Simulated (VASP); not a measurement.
An input for Quantum ESPRESSO's pw.x (written as the equivalent of a VASP run, and not itself run):

```
&CONTROL
  calculation = 'scf'
  pseudo_dir = './pseudo'
  outdir = './out'
  tprnfor = .true.
  tstress = .true.
/
&SYSTEM
  ibrav = 0
  nat = 2
  ntyp = 1
  ecutwfc = 72
  occupations = 'smearing'
  smearing = 'methfessel-paxton'
  degauss = 0.00735
  input_dft = 'pbe'
/
&ELECTRONS
  conv_thr = 7.3e-08
  electron_maxstep = 100
/
ATOMIC_SPECIES
  Re 186.207 Re.upf
CELL_PARAMETERS angstrom
     1.3584130   -2.4583340    0.0000000
     1.3584130    2.4583340    0.0000000
     0.0000000    0.0000000    4.3408590
ATOMIC_POSITIONS crystal
  Re   0.3333330  0.6666670  0.2500000
  Re   0.6858190  0.3524850  0.7500000
K_POINTS automatic
  14 14 8 0 0 0
```

Q: Translate this input to VASP (INCAR, KPOINTS, POSCAR, choice of POTCAR).

A: Several could match; the one computed here: 
File KPOINTS:
```
Automatic mesh
0
Gamma
14 14 8
0 0 0
```

### INCAR
```
# general
SYSTEM   =  Re
PREC     =  Accurate
ENCUT    =  400
LREAL    =  F
LASPH    =  T

# electronic loop
EDIFF    =  1E-6
NELM     =  100
ALGO     =  Damped
LMAXMIX  =  6

# smearing
ISMEAR   =  1
SIGMA    =  0.1

# functional
GGA      =  PE

# ions
ISIF     =  2

# output
LWAVE    =  F
LCHARG   =  F
```

File POSCAR:
```
Re
1
    1.3584130000    -2.4583340000     0.0000000000
    1.3584130000     2.4583340000     0.0000000000
    0.0000000000     0.0000000000     4.3408590000
Re
2
Direct
  0.3333330000   0.6666670000   0.2500000000
  0.6858190000   0.3524850000   0.7500000000
```

POTCAR, in this order: Re (PBE.64 set). Program: vasp_std.

What does not carry over: the potentials are each code's own (VASP's PAW set, PseudoDojo norm-conserving files in pw.x), so ENCUT and ecutwfc are chosen apart and not converted; conv_thr bounds pw.x's estimated SCF error, while EDIFF bounds the energy change between steps.

The compound is Re in the hcp structure. The cell was not relaxed at this level, atoms are displaced from their ideal sites. The run is one of a series of settings (ALGO = Damped against the base run), some of them coarse on purpose.
